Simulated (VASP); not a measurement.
Computed with PBE GGA, VASP's PBE PAW potentials (set 64) (plane waves; VASP).

VASP input:

**INCAR**
```
# general
SYSTEM=BN
PREC  =Accurate
ENCUT =520   # plane-wave cut-off (eV)
LREAL =.False.
LASPH =.True.   # aspherical one-centre terms

# electronic loop
EDIFF =1E-7   # SCF stop (eV)
NELM  =100   # most electronic steps
ALGO  =Normal

# smearing
ISMEAR=0   # Gaussian
SIGMA =0.05

# functional
GGA   =PE

# ions
IBRION=2
NSW   =30
ISIF  =4   # ions and shape, fixed volume
EDIFFG=-0.01   # ionic stop

# output
LWAVE =.False.
LCHARG=.False.
```

**POSCAR**
```
BN
1
    1.2514825382    -2.1676315580     0.0000000000
    1.2514825382     2.1676315580     0.0000000000
    0.0000000000     0.0000000000     4.1391706348
B N
2 2
Direct
  0.6666670000   0.3333330000   0.5002373476
  0.3333330000   0.6666670000   0.0002373476
  0.6666670000   0.3333330000   0.8747626524
  0.3333330000   0.6666670000   0.3747626524
```

KPOINTS:
```
Automatic mesh
0
Gamma
10 10 5
0 0 0
```

POTCAR, in this order: B N (PBE.64 set). Program: vasp_std.

The run wrote:

**OUTCAR**
```
 ion  position               nearest neighbor table
   1  0.667  0.333  0.500-   4 1.54   4 1.54   4 1.54   3 1.55
   2  0.333  0.667  0.000-   3 1.54   3 1.54   3 1.54   4 1.55
   3  0.667  0.333  0.875-   2 1.54   2 1.54   2 1.54   1 1.55
   4  0.333  0.667  0.375-   1 1.54   1 1.54   1 1.54   2 1.55
  LATTYP: Found a hexagonal cell.
 ALAT       =     2.5029652644
 C/A-ratio  =     1.6537067828
 Subroutine PRICEL returns:
 Original cell was already a primitive cell.
 Subroutine GETGRP returns: Found 12 space group operations
The static configuration has the point symmetry C_3v.
 The point group associated with its full space group is C_6v.
The dynamic configuration has the point symmetry C_3v.
 Subroutine INISYM returns: Found 12 space group operations
 Subroutine IBZKPT returns following result:
 Found     42 irreducible k-points:

 Following reciprocal coordinates:
            Coordinates               Weight
  0.000000  0.000000  0.000000      1.000000
  0.100000 -0.000000  0.000000      6.000000
  0.200000 -0.000000  0.000000      6.000000
  0.300000 -0.000000  0.000000      6.000000
  0.400000 -0.000000  0.000000      6.000000
...
```

**OSZICAR**
```
       N       E                     dE             d eps       ncg     rms          rms(c)
DAV:   1     0.523269166029E+02    0.52327E+02   -0.88113E+03  1008   0.130E+03
DAV:   2    -0.342521391688E+02   -0.86579E+02   -0.81646E+02  1396   0.281E+02
DAV:   3    -0.368197265481E+02   -0.25676E+01   -0.25598E+01  1332   0.497E+01
DAV:   4    -0.368332641055E+02   -0.13538E-01   -0.13531E-01  1216   0.373E+00
DAV:   5    -0.368334050807E+02   -0.14098E-03   -0.14094E-03  1312   0.356E-01    0.992E+00
DAV:   6    -0.349310884147E+02    0.19023E+01   -0.47312E+00  1232   0.184E+01    0.485E+00
DAV:   7    -0.347531621116E+02    0.17793E+00   -0.28446E-01  1216   0.523E+00    0.282E+00
DAV:   8    -0.347206811357E+02    0.32481E-01   -0.75682E-02  1120   0.264E+00    0.234E-01
DAV:   9    -0.347199003406E+02    0.78080E-03   -0.22290E-03  1300   0.504E-01    0.134E-01
DAV:  10    -0.347201294868E+02   -0.22915E-03   -0.33690E-04  1180   0.189E-01    0.247E-02
DAV:  11    -0.347201347893E+02   -0.53025E-05   -0.55924E-05  1312   0.665E-02    0.141E-02
DAV:  12    -0.347201357323E+02   -0.94302E-06   -0.80916E-06  1252   0.282E-02    0.196E-03
DAV:  13    -0.347201358463E+02   -0.11399E-06   -0.16721E-07   924   0.474E-03    0.430E-04
DAV:  14    -0.347201358506E+02   -0.42724E-08   -0.10845E-08   700   0.128E-03
   1 F= -.34720136E+02 E0= -.34720136E+02  d E =-.347201E+02
       N       E                     dE             d eps       ncg     rms          rms(c)
DAV:   1    -0.347200423284E+02    0.93518E-04   -0.35858E-02  1152   0.183E+00    0.362E-02
DAV:   2    -0.347200750332E+02   -0.32705E-04   -0.44903E-04  1244   0.213E-01    0.226E-02
DAV:   3    -0.347200669681E+02    0.80651E-05   -0.11611E-05  1288   0.379E-02    0.702E-03
DAV:   4    -0.347200669178E+02    0.50273E-07   -0.40846E-06  1304   0.185E-02    0.251E-03
DAV:   5    -0.347200668813E+02    0.36548E-07   -0.35335E-07  1148   0.650E-03
   2 F= -.34720067E+02 E0= -.34720067E+02  d E =0.689693E-04
       N       E                     dE             d eps       ncg     rms          rms(c)
DAV:   1    -0.347201960116E+02   -0.12909E-03   -0.12357E-02  1152   0.107E+00    0.212E-02
DAV:   2    -0.347202071965E+02   -0.11185E-04   -0.15486E-04  1244   0.125E-01    0.133E-02
DAV:   3    -0.347202044646E+02    0.27319E-05   -0.40995E-06  1280   0.225E-02    0.408E-03
DAV:   4    -0.347202044887E+02   -0.24120E-07   -0.14176E-06  1292   0.109E-02    0.148E-03
DAV:   5    -0.347202044782E+02    0.10545E-07   -0.11069E-07   692   0.375E-03
   3 F= -.34720204E+02 E0= -.34720204E+02  d E =-.686276E-04
```

### OUTCAR
```
------------------------ aborting loop because EDIFF is reached ----------------------------------------
  FORCE on cell =-STRESS in cart. coord.  units (eV):
  Direction    XX          YY          ZZ          XY          YZ          ZX
  --------------------------------------------------------------------------------------
  Total        3.6144386      3.6144393      3.6458398      0.0000000      0.0000000      0.0000000
  in kB      257.8682346    257.8682881    260.1085232      0.0000000      0.0000000      0.0000000
  external PRESSURE =     258.6150153 kB  Pullay stress =       0.0000000 kB
  volume of cell :       22.46
      direct lattice vectors                 reciprocal lattice vectors
     1.251379682 -2.167453414  0.000000000     0.399558988 -0.230685466  0.000000000
     1.251379682  2.167453414 -0.000000000     0.399558988  0.230685466  0.000000000
     0.000000000  0.000000000  4.139851078     0.000000000  0.000000000  0.241554583
  FREE ENERGIE OF THE ION-ELECTRON SYSTEM (eV)
  ---------------------------------------------------
  free  energy   TOTEN  =       -34.7202044782 eV

  energy  without entropy=      -34.7202044782  energy(sigma->0) =      -34.72020448

 reached required accuracy - stopping structural energy minimisation
```
(Selected blocks of OUTCAR.)

CONTCAR:
```
BN
   1.00000000000000
     1.2513796822941747   -2.1674534141418462    0.0000000000000000
     1.2513796822941747    2.1674534141418462   -0.0000000000000000
     0.0000000000000000    0.0000000000000000    4.1398510778482356
  B               N
     2     2
Direct
     0.6666669999999968    0.3333330000000032    0.5004309227448275
     0.3333330000000032    0.6666669999999968    0.0004309227448276
     0.6666669999999968    0.3333330000000032    0.8745690772551725
     0.3333330000000032    0.6666669999999968    0.3745690772551724
```

### OUTCAR
```
 val. band max:        8.2194795516   @ k =   0.0000   0.0000   0.0000

 cond. band min:      13.5018861647   @ k =   0.3000   0.3000   0.0000


 Fermi energy:         8.4912854131

 k-point     1 :       0.0000    0.0000    0.0000
  band No.  band energies     occupation
      1     -12.7980      2.00000
      2      -8.4024      2.00000
      3      -3.2087      2.00000
      4       5.9780      2.00000
      5       5.9781      2.00000
      6       7.9026      2.00000
      7       8.2194      2.00000
      8       8.2195      2.00000
      9      16.7900      0.00000
     10      16.7900      0.00000
     11      17.1208      0.00000
     12      18.3799      0.00000

 k-point     2 :       0.1000   -0.0000    0.0000
  band No.  band energies     occupation
      1     -12.5716      2.00000
      2      -8.2272      2.00000
      3      -2.9858      2.00000
      4       4.9758      2.00000
      5       5.5587      2.00000
      6       7.3935      2.00000
      7       7.6784      2.00000
      8       7.9823      2.00000
      9      16.4968      0.00000
     10      17.2388      0.00000
     11      17.4580      0.00000
     12      19.0556      0.00000

 k-point     3 :       0.2000   -0.0000    0.0000
  band No.  band energies     occupation
      1     -11.9018      2.00000
      2      -7.7375      2.00000
      3      -2.3294      2.00000
      4       2.7262      2.00000
      5       4.6593      2.00000
      6       5.4694      2.00000
      7       6.9965      2.00000
      8       7.3698      2.00000
      9      15.9876      0.00000
     10      17.8924      0.00000
     11      18.1823      0.00000
     12      19.7465      0.00000

 k-point     4 :       0.3000   -0.0000    0.0000
  band No.  band energies     occupation
      1     -10.8273      2.00000
      2      -7.0925      2.00000
      3      -1.2963      2.00000
      4       0.3358      2.00000
      5       3.2313      2.00000
      6       3.7777      2.00000
...
```

The compound is BN in the wurtzite structure, a metastable high-pressure form. This cell is one point of a volume scan, at 0.94 of the reference volume. Symmetry was kept, so distortions that lower it aren't found.
